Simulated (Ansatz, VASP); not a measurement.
# One calculation of Ta3AsAu2O13, two programs

```
Ta As Au O
1.0
     5.27709    3.04672    4.17017
    -5.27709    3.04672    4.17017
     0.00000   -6.09346    4.17017
Ta As Au O
3 1 2 13
Cartesian
  -1.8006 1.0396 4.3138
  0.0000 -2.0792 4.3138
  1.8006 1.0396 4.3138
  0.0000 0.0000 6.9906
  0.0000 0.0000 12.0800
  0.0000 0.0000 9.3960
  -1.3656 0.7884 6.1939
  0.0000 -1.5769 6.1939
  1.3656 0.7884 6.1939
  2.5548 -0.6401 3.6307
  -0.7231 2.5326 3.6307
  -1.8317 -1.8925 3.6307
  1.8317 -1.8925 3.6307
  -2.5548 -0.6401 3.6307
  0.7231 2.5326 3.6307
  -3.3691 1.9451 4.0339
  0.0000 -3.8902 4.0339
  3.3691 1.9451 4.0339
  0.0000 0.0000 3.8582
```

Change from the starting cell: volume scaled by 1.02.

Alike in both runs: task single point; functional PBE; k mesh 4 × 4 × 4; occupations fermi-dirac, width 0.05 eV; no spin polarisation.

|  | VASP | Ansatz |
| --- | --- | --- |
| version | VASP 6.6.1 | Ansatz 0.2.0 |
| potentials or method | VASP PAW PBE potentials, release 64 (Ta_pv, As, Au, O) | Ansatz PAW |
| plane-wave cutoff (eV) | 520 | 420 |
| valence electrons in the cell | 138 | 170 |

```tsv
	VASP	Ansatz	Ansatz less VASP
gap on the k mesh at the Fermi level (eV)	1.00	1.02	+0.017
least direct gap on the mesh (eV)	1.03	1.04	+0.016
pressure (GPa)	-1.4	-2.0	-0.53
largest component of the traceless stress (GPa)	0.26	0.53	+0.274
rms of the force components (eV/Å)	0.091	0.143	+0.0525
```

Atom by atom the forces differ by 0.092 eV/Å (rms over components). The two sets of potentials don't hold the same shells in valence.

Caveats: spin-orbit coupling is left out, which moves the levels of the heavy elements; the pressure holds a Pulay correction of +0.4 GPa for the finite cutoff (Ansatz). A k mesh can miss the band edges.
